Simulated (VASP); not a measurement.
All values below come from HSE06 screened hybrid, VASP's PBE PAW potentials (set 64) (plane waves; VASP).

The input files of a VASP run:

**POSCAR**
```
BC31Si31
1
    8.7583314357     0.0000000000     0.0000000000
    0.0000000000     8.7583314357     0.0000000000
    0.0000000000     0.0000000000     8.7583314357
Si C B
31 31 1
Direct
  0.5013479897   0.0027383383   0.0023049133
  0.7506046274   0.2505820248   0.0003454273
  0.7506306774   0.0008007871   0.2501819446
  0.0013067160   0.0006696332   0.0002047135
  0.2529127883   0.2510110508   0.0022190484
  0.5008211102   0.5003565919   0.0002612171
  0.7508875243   0.7516384541   0.9984213847
  0.2531248895   0.0028855766   0.2504611198
  0.7514125678   0.5012114566   0.2407793209
  0.5009641179   0.0009189811   0.4997603401
  0.7515730839   0.2411665678   0.5008362546
  0.7509268301   0.9988426756   0.7511698067
  0.0019687732   0.5006148957   0.9983922532
  0.2510130553   0.7510852758   0.0002849823
  0.0009250730   0.2501818730   0.2497433154
  0.2511189062   0.5003636346   0.2501417295
  0.5004233852   0.7506733759   0.2496946626
  0.0021069077   0.9988657149   0.5000890098
  0.2511930942   0.2507194446   0.4998188256
  0.4915657967   0.5013065467   0.5008791849
  0.7498684942   0.7493786768   0.4990763517
  0.2510784713   0.0007629987   0.7504943367
  0.5004147156   0.2501621438   0.7502174926
  0.7498372113   0.4995889187   0.7489408021
  0.0007264801   0.7504584108   0.2495920390
  0.9995763686   0.4995549530   0.4990444751
  0.2491399107   0.7517750138   0.5000553284
  0.0007629277   0.2500263245   0.7498995380
  0.2491045949   0.5007438584   0.7511712321
  0.5003198294   0.7505362987   0.7499591308
  0.0004738439   0.7502093595   0.7496845298
  0.6394128695   0.1146152991   0.1141621884
  0.8788915054   0.3756509347   0.1208263076
  0.8789467701   0.1213134564   0.3752481396
  0.1264377895   0.1254997823   0.1249211717
  0.3647472636   0.3890334020   0.1140884478
  0.6258428500   0.6285867821   0.1207930792
  0.8771353566   0.8742974397   0.1240907624
  0.3651434662   0.1148934742   0.3883606479
  0.8751629149   0.6249278664   0.3740350729
  0.6259182452   0.1212521232   0.6282074808
  0.8752001424   0.3745919194   0.6244885402
  0.8771768177   0.1245619635   0.8738367276
  0.1246370449   0.6268190794   0.1240960515
  0.3757707071   0.8762772284   0.1249910270
  0.1254243457   0.3756514155   0.3751124423
  0.3715928679   0.6286352121   0.3752295736
  0.6259644674   0.8751048473   0.3751131819
  0.1247509470   0.1246245713   0.6262790480
  0.3715387089   0.3757214172   0.6282810840
  0.6248888131   0.6249983346   0.6244848193
  0.8755367640   0.8742561703   0.6246187716
  0.3757567831   0.1254472000   0.8758389138
  0.6258891755   0.3756346667   0.8746364421
  0.8754623493   0.6251660345   0.8737973502
  0.1249327770   0.8746145646   0.3748776738
  0.1244794247   0.6252295303   0.6245677375
  0.3748932005   0.8744258391   0.6262231376
  0.1247759253   0.3755506280   0.8739908168
  0.3747623340   0.6269511278   0.8738079634
  0.6258544800   0.8745052286   0.8740472917
  0.1257422782   0.8754263768   0.8748779113
  0.6285628535   0.3783032284   0.3779484858
```

File KPOINTS:
```
Automatic mesh
0
Gamma
1 1 1
0 0 0
```

### INCAR
```
# general
SYSTEM   = BC31Si31
PREC     = Normal
ENCUT    = 400
LREAL    = Auto
LASPH    = .True.
ISYM     = 0
NELECT   = 252.0

# electronic loop
EDIFF    = 1E-5
NELM     = 50
NELMIN   = 4
ALGO     = Normal

# smearing
ISMEAR   = 0
SIGMA    = 0.05

# functional
GGA      = PE
LHFCALC  = .True.
AEXX     = 0.25
HFSCREEN = 0.2
PRECFOCK = Fast

# ions
ISIF     = 0

# output
LWAVE    = .False.
LCHARG   = .False.
```

POTCAR, in this order: Si C B (PBE.64 set). Program: vasp_gam. Read from the step before: WAVECAR.

The run wrote:

File OSZICAR:
```
       N       E                     dE             d eps       ncg     rms          rms(c)
DAV:   1    -0.529287474253E+03   -0.52929E+03   -0.97516E+00   316   0.786E+00    0.147E+01
DAV:   2    -0.529355266338E+03   -0.67792E-01   -0.28246E-01   346   0.123E+00    0.108E+01
DAV:   3    -0.529339548457E+03    0.15718E-01   -0.18411E-02   368   0.315E-01    0.629E+00
DAV:   4    -0.529334209662E+03    0.53388E-02   -0.47468E-03   384   0.193E-01    0.368E+00
DAV:   5    -0.529328836174E+03    0.53735E-02   -0.19702E-02   424   0.427E-01    0.215E+00
DAV:   6    -0.529342013929E+03   -0.13178E-01   -0.35194E-02   376   0.225E-01    0.179E+00
DAV:   7    -0.529298020992E+03    0.43993E-01   -0.18768E-01   418   0.141E+00    0.101E+00
DAV:   8    -0.529393154884E+03   -0.95134E-01   -0.10170E+00   362   0.100E+00    0.322E+00
DAV:   9    -0.529240843891E+03    0.15231E+00   -0.95183E-01   418   0.323E+00    0.219E+00
DAV:  10    -0.529535138956E+03   -0.29430E+00   -0.48911E+00   354   0.297E+00    0.541E+00
DAV:  11    -0.529036778054E+03    0.49836E+00   -0.23919E+00   404   0.512E+00    0.240E+00
DAV:  12    -0.529776458127E+03   -0.73968E+00   -0.93568E+00   378   0.368E+00    0.568E+00
DAV:  13    -0.529116055835E+03    0.66040E+00   -0.26033E+00   410   0.543E+00    0.277E+00
DAV:  14    -0.529747964456E+03   -0.63191E+00   -0.89302E+00   354   0.436E+00    0.587E+00
DAV:  15    -0.529039137564E+03    0.70883E+00   -0.25281E+00   402   0.542E+00    0.264E+00
DAV:  16    -0.529778857393E+03   -0.73972E+00   -0.10322E+01   354   0.409E+00    0.573E+00
DAV:  17    -0.529139836531E+03    0.63902E+00   -0.25048E+00   378   0.541E+00    0.282E+00
DAV:  18    -0.529713670411E+03   -0.57383E+00   -0.87412E+00   354   0.442E+00    0.579E+00
DAV:  19    -0.529071264525E+03    0.64241E+00   -0.23775E+00   402   0.533E+00    0.266E+00
DAV:  20    -0.529753634067E+03   -0.68237E+00   -0.99565E+00   354   0.412E+00    0.572E+00
DAV:  21    -0.529133758224E+03    0.61988E+00   -0.25347E+00   386   0.539E+00    0.278E+00
DAV:  22    -0.529705044460E+03   -0.57129E+00   -0.86379E+00   354   0.433E+00    0.572E+00
DAV:  23    -0.529091427020E+03    0.61362E+00   -0.23075E+00   402   0.529E+00    0.267E+00
DAV:  24    -0.529743053325E+03   -0.65163E+00   -0.97038E+00   354   0.415E+00    0.575E+00
DAV:  25    -0.529116113365E+03    0.62694E+00   -0.25938E+00   396   0.539E+00    0.275E+00
DAV:  26    -0.529711205353E+03   -0.59509E+00   -0.88166E+00   354   0.428E+00    0.567E+00
DAV:  27    -0.529111341178E+03    0.59986E+00   -0.22658E+00   410   0.527E+00    0.271E+00
DAV:  28    -0.529733656482E+03   -0.62232E+00   -0.94681E+00   354   0.420E+00    0.579E+00
DAV:  29    -0.529096594740E+03    0.63706E+00   -0.26436E+00   396   0.539E+00    0.273E+00
DAV:  30    -0.529718922757E+03   -0.62233E+00   -0.90313E+00   354   0.422E+00    0.563E+00
DAV:  31    -0.529132573318E+03    0.58635E+00   -0.22196E+00   396   0.526E+00    0.274E+00
DAV:  32    -0.529723308137E+03   -0.59073E+00   -0.92049E+00   354   0.426E+00    0.583E+00
DAV:  33    -0.529076524089E+03    0.64678E+00   -0.26634E+00   388   0.539E+00    0.269E+00
DAV:  34    -0.529729146169E+03   -0.65262E+00   -0.92962E+00   354   0.416E+00    0.559E+00
DAV:  35    -0.529150417344E+03    0.57873E+00   -0.21660E+00   388   0.526E+00    0.279E+00
DAV:  36    -0.529718481959E+03   -0.56806E+00   -0.90682E+00   354   0.435E+00    0.587E+00
DAV:  37    -0.529057873515E+03    0.66061E+00   -0.26713E+00   372   0.540E+00    0.267E+00
DAV:  38    -0.529739370963E+03   -0.68150E+00   -0.95780E+00   354   0.411E+00    0.556E+00
DAV:  39    -0.529168805958E+03    0.57057E+00   -0.21479E+00   388   0.526E+00    0.283E+00
DAV:  40    -0.529707387931E+03   -0.53858E+00   -0.87719E+00   354   0.440E+00    0.589E+00
DAV:  41    -0.529044245168E+03    0.66314E+00   -0.26507E+00   404   0.539E+00    0.264E+00
DAV:  42    -0.529747044117E+03   -0.70280E+00   -0.97888E+00   354   0.405E+00    0.554E+00
DAV:  43    -0.529183483820E+03    0.56356E+00   -0.21497E+00   380   0.524E+00    0.285E+00
DAV:  44    -0.529697418441E+03   -0.51393E+00   -0.84885E+00   354   0.442E+00    0.589E+00
DAV:  45    -0.529034405954E+03    0.66301E+00   -0.26114E+00   388   0.537E+00    0.262E+00
DAV:  46    -0.529753230256E+03   -0.71882E+00   -0.99732E+00   354   0.401E+00    0.553E+00
DAV:  47    -0.529194647283E+03    0.55858E+00   -0.21745E+00   380   0.524E+00    0.288E+00
DAV:  48    -0.529687626375E+03   -0.49298E+00   -0.82299E+00   354   0.445E+00    0.589E+00
DAV:  49    -0.529030442486E+03    0.65718E+00   -0.25645E+00   388   0.535E+00    0.261E+00
DAV:  50    -0.529757020934E+03   -0.72658E+00   -0.10102E+01   354   0.397E+00
   1 F= -.52975702E+03 E0= -.52975700E+03  d E =-.400020E-04
```

**OUTCAR**
```
------------------------ aborting loop EDIFF was not reached (unconverged)  ----------------------------
  volume of cell :      671.84
      direct lattice vectors                 reciprocal lattice vectors
     8.758331436  0.000000000  0.000000000     0.114176999  0.000000000  0.000000000
     0.000000000  8.758331436  0.000000000     0.000000000  0.114176999  0.000000000
     0.000000000  0.000000000  8.758331436     0.000000000  0.000000000  0.114176999
  FREE ENERGIE OF THE ION-ELECTRON SYSTEM (eV)
  ---------------------------------------------------
  free  energy   TOTEN  =      -529.7570209337 eV

  energy  without entropy=     -529.7569809317  energy(sigma->0) =     -529.75700093

  exchange ACFDT corr.  =         0.00000000  see jH, gK, PRB 81, 115126
```
(Selected blocks of OUTCAR.)

stdout:
```
...
DAV:  31    -0.529132573318E+03    0.58635E+00   -0.22196E+00   396   0.526E+00    0.274E+00
DAV:  32    -0.529723308137E+03   -0.59073E+00   -0.92049E+00   354   0.426E+00    0.583E+00
DAV:  33    -0.529076524089E+03    0.64678E+00   -0.26634E+00   388   0.539E+00    0.269E+00
DAV:  34    -0.529729146169E+03   -0.65262E+00   -0.92962E+00   354   0.416E+00    0.559E+00
DAV:  35    -0.529150417344E+03    0.57873E+00   -0.21660E+00   388   0.526E+00    0.279E+00
DAV:  36    -0.529718481959E+03   -0.56806E+00   -0.90682E+00   354   0.435E+00    0.587E+00
DAV:  37    -0.529057873515E+03    0.66061E+00   -0.26713E+00   372   0.540E+00    0.267E+00
DAV:  38    -0.529739370963E+03   -0.68150E+00   -0.95780E+00   354   0.411E+00    0.556E+00
DAV:  39    -0.529168805958E+03    0.57057E+00   -0.21479E+00   388   0.526E+00    0.283E+00
DAV:  40    -0.529707387931E+03   -0.53858E+00   -0.87719E+00   354   0.440E+00    0.589E+00
DAV:  41    -0.529044245168E+03    0.66314E+00   -0.26507E+00   404   0.539E+00    0.264E+00
DAV:  42    -0.529747044117E+03   -0.70280E+00   -0.97888E+00   354   0.405E+00    0.554E+00
DAV:  43    -0.529183483820E+03    0.56356E+00   -0.21497E+00   380   0.524E+00    0.285E+00
DAV:  44    -0.529697418441E+03   -0.51393E+00   -0.84885E+00   354   0.442E+00    0.589E+00
DAV:  45    -0.529034405954E+03    0.66301E+00   -0.26114E+00   388   0.537E+00    0.262E+00
DAV:  46    -0.529753230256E+03   -0.71882E+00   -0.99732E+00   354   0.401E+00    0.553E+00
DAV:  47    -0.529194647283E+03    0.55858E+00   -0.21745E+00   380   0.524E+00    0.288E+00
DAV:  48    -0.529687626375E+03   -0.49298E+00   -0.82299E+00   354   0.445E+00    0.589E+00
DAV:  49    -0.529030442486E+03    0.65718E+00   -0.25645E+00   388   0.535E+00    0.261E+00
DAV:  50    -0.529757020934E+03   -0.72658E+00   -0.10102E+01   354   0.397E+00

 -----------------------------------------------------------------------------
|                                                                             |
|           W    W    AA    RRRRR   N    N  II  N    N   GGGG   !!!           |
|           W    W   A  A   R    R  NN   N  II  NN   N  G    G  !!!           |
|           W    W  A    A  R    R  N N  N  II  N N  N  G       !!!           |
|           W WW W  AAAAAA  RRRRR   N  N N  II  N  N N  G  GGG   !            |
|           WW  WW  A    A  R   R   N   NN  II  N   NN  G    G                |
|           W    W  A    A  R    R  N    N  II  N    N   GGGG   !!!           |
|                                                                             |
|     The electronic self-consistency was not achieved in the given           |
|     number of steps (NELM). The forces and other quantities evaluated       |
|     might not be reliable so examine the results carefully. If you find     |
|     spurious results, we suggest increasing NELM, if you were close to      |
|     convergence or switching to a different ALGO or adjusting the           |
|     density mixing parameters otherwise.                                    |
|                                                                             |
 -----------------------------------------------------------------------------

   1 F= -.52975702E+03 E0= -.52975700E+03  d E =-.400020E-04
```

Convergence was not reached.

The cell is charged, with a uniform compensating background. The supercell is sampled at Γ alone, which is coarse: total energies, pressure and levels can be off, energies of defects by several tenths of an eV.

The cell is a supercell with a defect, built from SiC (zinc blende): B_C-vac_Si, charge -1. The cell's shape comes from a PBE relaxation. The run is not spin-polarised, so no state with unpaired spins was tried.
